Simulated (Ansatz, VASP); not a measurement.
# ZrB2: VASP beside Ansatz, part 2 of 2

Aim: how closely do two programs agree when they are given the same cell, functional and k mesh? The cell is taken from a series of runs on this material, whose earlier steps may have relaxed, scaled, displaced or heated it; both programs get it as it stands.

VASP 6.6.1 and Ansatz 0.2.0.

So far: Starting point; VASP: zone-centre phonons, LDA.

## 3. Ansatz: zone-centre phonons, LDA

Level of this step: Ansatz beside VASP: Kohn-Sham DFT, plane waves, LDA (Ansatz).

Ansatz runs on its PAW soft_1 files.

The same cell, functional (in two slightly different forms), mesh and smearing now go to Ansatz, which takes its cutoff from its data sets.

input.yaml reads:

```yaml
crystal:
  lattice:
    - [3.02883796, 0.0, 0.0]
    - [-1.51441898, 2.6230506173, 0.0]
    - [0.0, 0.0, 3.3597701244]
  atoms:
    - { symbol: B, position: [0.3333333333, 0.6666666667, 0.5] }
    - { symbol: B, position: [0.6666666667, 0.3333333333, 0.5] }
    - { symbol: Zr, position: [0.0, 0.0, 0.0] }
kpoints:
  mp_grid: { grid: [15, 15, 12] }
hamiltonian:
  xc: lda
  pseudopotentials: { kind: paw, azcp: { folder: soft_1 }, xc_functional: pbe }
scf:
  occupations: { method: methfessel_paxton, width: 0.2 }
output:
  eigenvalues: true
phonons:
  method: dfpt
```

Command:

```
$ ansatz run input.yaml --threads 4 --pin off --max-ram 10240MiB --backend cpu --events-out ev --progress --plain --runs-dir out
```

Numbers of over 12 decimals in the logs are rounded to 6 here.

Log:

```text
zone centre: on kpoints.mp_grid the ground state, and the responses unless they are solved on pairs of k-points, stand on 448 of the mesh's 2700 k-points, reduced under 4 symmetry operations, with k and −k counted as one. Each operation leaves every solved displacement unchanged or reverses it
Engine: ansatz 0.2.0, aarch64-unknown-linux-gnu
Pseudopotentials: kind: paw
Pseudopotential: B, paw, valence charge 3, recommended cutoff 420 eV (normal), soft_1/B.paw.azcp
Pseudopotential: Zr, paw, valence charge 12, recommended cutoff 420 eV (normal), soft_1/Zr.paw.azcp
Functional definition: SPW92
  exchange = slater_x
  correlation = pw_c
Crystal: 3 atoms, lattice volume = 26.693 Å³
Basis set: ecut = 420 eV, 527 PW (Γ), exchange–correlation on 48×48×48 points (8 copies of the dense FFT grid, shifted against one another)
Bands: 13, of which v1, the nominal top of the filled ones, is band 9 counted from 1 (8 counted from 0)
Symmetry: 24 space group operations
k-points: 448 of 2700 (irreducible under 4 space group operations, time reversal used)
Non-local potential: B, projectors of the file, l = 0: 2, l = 1: 2, l = 2: 1
Non-local potential: Zr, projectors of the file, l = 0: 3, l = 1: 2, l = 2: 2, l = 3: 1
PAW form: soft (Blöchl's): semilocal exchange-correlation on the pseudo side does not see the compensation charge
PAW frozen core: B, regenerated for the run's functional, and the local potential with it (the file was generated under x = pbe(κ = 0.804, μ = 0.219515), c = pbe(β = 0.066725))
PAW frozen core: Zr, regenerated for the run's functional, and the local potential with it (the file was generated under x = pbe(κ = 0.804, μ = 0.219515), c = pbe(β = 0.066725))
PAW one-centre angular grid: B, 110 points (default); XC on 64 Gauss nodes
PAW one-centre angular grid: Zr, 590 points (default); XC on 64 Gauss nodes
Initial density: superposition of atomic densities (chi_scale 0.1, normalization cell, long waves kept (reshape's long-wave potential 0.00 eV rms))
Initial wavefunctions: pseudopotential atomic-orbital guess
Functional: x = slater, c = lda
SCF iter   1: F=—  HF=-4380.733817 eV  |F-HF|=—  |Δ(HF+E_count)|=         —  Δρ=7.12e-2  dr2=2.33e0  ethr=3.10e-3  ⟨swp⟩=5.0  Hψ=28658  notcnv=0
preconditioner: auto → none  [metal: Δε(μ)=0.010 eV  Ē_g=17.677 eV  σ=0.200 eV  W_gap=0.04  n_scr=8 (ndim 8)  ℏωp=28.7 eV  f_vac=0.000  D(μ)=0.23/eV (n_scr^D=0)  sad-step TF]
SCF iter   2: F=—  HF=-4380.177563 eV  |F-HF|=—  |Δ(HF+E_count)|=   5.56e-1  S|Δr|=    0.00e0  Δρ=3.54e-2  dr2=5.42e-1  ethr=3.10e-3  ⟨swp⟩=2.6  Hψ=12714  notcnv=0
SCF iter   3: F=—  HF=-4380.007453 eV  |F-HF|=—  |Δ(HF+E_count)|=   1.70e-1  S|Δr|=    0.00e0  Δρ=2.12e-3  dr2=5.31e-4  ethr=3.01e-3  ⟨swp⟩=2.0  Hψ=9837  notcnv=0
SCF iter   4: F=—  HF=-4380.007984 eV  |F-HF|=—  |Δ(HF+E_count)|=   5.31e-4  S|Δr|=    0.00e0  Δρ=3.97e-4  dr2=2.29e-5  ethr=2.95e-6  ⟨swp⟩=2.0  Hψ=13382  notcnv=0
SCF iter   5: F=—  HF=-4380.007996 eV  |F-HF|=—  |Δ(HF+E_count)|=   1.16e-5  S|Δr|=    0.00e0  Δρ=4.90e-5  dr2=7.43e-7  ethr=1.27e-7  ⟨swp⟩=2.0  Hψ=9859  notcnv=0
SCF iter   6: F=—  HF=-4380.007995 eV  |F-HF|=—  |Δ(HF+E_count)|=   6.57e-7  S|Δr|=    0.00e0  Δρ=7.55e-6  dr2=8.85e-9  ethr=4.13e-9  ⟨swp⟩=2.0  Hψ=9724  notcnv=0
SCF iter   7: F=—  HF=-4380.007995 eV  |F-HF|=—  |Δ(HF+E_count)|=   3.77e-9  S|Δr|=    0.00e0  Δρ=1.20e-6  dr2=5.93e-10  ethr=4.92e-11  ⟨swp⟩=2.0  Hψ=9631  notcnv=0
SCF iter   8: F=-4380.007995 eV  HF=-4380.007995 eV  |F-HF|=0.00e0  |Δ(HF+E_count)|=  1.50e-10  S|Δr|=    0.00e0  Δρ=8.31e-8  dr2=9.11e-13  ethr=1.00e-12  ⟨swp⟩=4.1  Hψ=27858  notcnv=0
the search or the solves at the SCF's close seem to have found levels that the self-consistency loop had missed (the run counts 2). By its estimate they hold under 1e-12 electrons; where the run keeps them, the occupations were computed again with them
SCF 1 converged in 8 iterations: F = -4380.007995 eV  dr2 = 9.11e-13
  greatest PAW one-centre occupation: 0.995 electrons in one spin orbital (limit 2), on the Zr atom at site 2 (counted from 0), in its partial waves of l = 0
DFPT response loops at Γ: preconditioner auto → Kerker (q_TF=auto, 2.555 Å⁻¹) (partly filled bands, converged f_vac=0.000); β = 1.00, the filter's whole step (`scf.mixing.beta` (0.50) is not read by the response loops under this deck's `scf.mixing.preconditioner`; to damp them name `kerker` or `kerker_dos`, under which they read `scf.mixing.beta`, and type it under 1.00, their step now; both keys bind the ground state too); Broyden in place of MSR1
SCF converged after 8 iterations
Stability not checked: this state was not tested for a lower state beside it, because cold or Methfessel-Paxton smearing, or corrected tetrahedra, fill the levels in a way that the test cannot read (fill_not_monotonic; see scf.lower_state_search)
Free energy (F): -4380.007995 eV
Harris-Foulkes:  -4380.007995 eV  (|F-HF|=0.00e0)
Internal energy: -4380.008420 eV  (E = F + TS)
E sigma→0 (E₀):  -4380.008102 eV
Entropy (-TS):   0.000425 eV (0.142 meV/atom)
Fermi energy:    17.897066 eV
--- Per-component energies (eV) ---
  E_band       = 14.923252
  E_kinetic    = 432.914396
  E_local      = -462.133547  (includes V_loc(G=0)·N_el)
  E_nonlocal   = 95.712005
  E_hartree    = 161.001328
  E_xc         = -226.119305
  E_vxc        = -268.972021  (∫ρ·V_xc dr)
  E_paw        = -3004.199411  (= ΣΔE_a)
  E_vpaw       = -104.600230  (= ΣTr[D̂ρ^β])
  E_aug_tail   = -0.000007  (compensation charges beyond the density's cutoff)
  E_ewald      = -1377.645948
  E_core_change = 0.462069  (= ΣΔE_core)
  E_smearing   = 0.000425  (= −TS)
  E_closure    = 0.000000  (closes the sum)
  Σ components = -4380.007995   (vs F -4380.007995, Δ=0.00e0)
--- Band table (eV; the first three rows and the last of 448) ---
  k-point 0: bands = [... 5 lower, 14.9661, 14.9661, 15.0076, 15.7893, 21.9778, 21.9778, 22.8581, 22.8581]
  k-point 1: bands = [... 5 lower, 14.4432, 15.0405, 15.0405, 16.3320, 21.2590, 21.2590, 22.5919, 22.5919]
  k-point 2: bands = [... 5 lower, 13.5708, 15.2612, 15.2612, 17.1633, 20.2459, 20.2459, 21.8982, 21.8982]
  k-point 447: bands = [... 5 lower, 10.5736, 13.1208, 14.3658, 15.2409, 22.0450, 23.6610, 23.8200, 24.9450]
--- Phonons (Γ-DFPT): 4 representative perturbations + reference, on 448 of 2700 k-points (Σ response iterations 12) ---
  k mesh reduced under 4 symmetry operations, with k and −k counted as one. Each operation leaves every solved displacement unchanged or reverses it
  ASR residual: 5.086e-5 → 0.000e0 eV/Å²; symmetrization residual: 2.056e-7 eV/Å²
  ASR residual per site (eV/Å²): 9.05e-6 9.05e-6 5.09e-5
  Γ frequencies (cm⁻¹): 0.00 0.00 0.00 535.63 535.63 585.74 655.34 920.92 920.92
  non-analytic LO–TO correction: not included (Born effective charges unavailable; polar crystals: no LO–TO splitting at Γ)
```

The column dr2 measures how far the density is from self-consistency, as an energy; F and HF (Harris–Foulkes) agree once it is small.

## 4. Side by side

Known differences besides the potentials themselves: the two LDA forms differ slightly; the cutoff is 420 eV in Ansatz and 500 eV in VASP; VASP's log shows a relativistic correction to its local exchange, Ansatz's none. Total energies have different zeros and are not compared.

Compared:

```tsv
quantity	Ansatz	VASP	difference
optical mode 1 to 2 (cm⁻¹)	535.6	536.3	-0.13 %
optical mode 3 (cm⁻¹)	585.7	587.4	-0.28 %
optical mode 4 (cm⁻¹)	655.3	656.1	-0.12 %
optical mode 5 to 6 (cm⁻¹)	920.9	922.4	-0.16 %
```

Modes are paired by rising frequency, not by their patterns, so a pair may set unlike modes beside each other; they are those without the splitting of longitudinal modes.

## 5. Results

| Item | Value |
| --- | --- |
| r.m.s. difference of the optical zone-centre modes, each program's sorted by frequency (zone-centre phonons, LDA) | 1.2 cm⁻¹ |

What this shows: The r.m.s. difference of the optical zone-centre modes, each program's sorted by frequency is 1.2 cm⁻¹ (zone-centre phonons, LDA). 6 further runs of this series are not shown here. How closely two codes agree says nothing of how well the functional describes the real material.

[Lines on the potential files, build, host, timing and source positions are cut from VASP's logs without a mark.]

[Logs are printed without paths, hosts, clocks, repeated set-up lines and the standing remarks that a program may print on its own settings, such as how far it seeks lower states.]

[Hosts, paths, dates, database ids (printed as entryN), source tags and the programs' standing remarks are cut or masked in the printed files.]
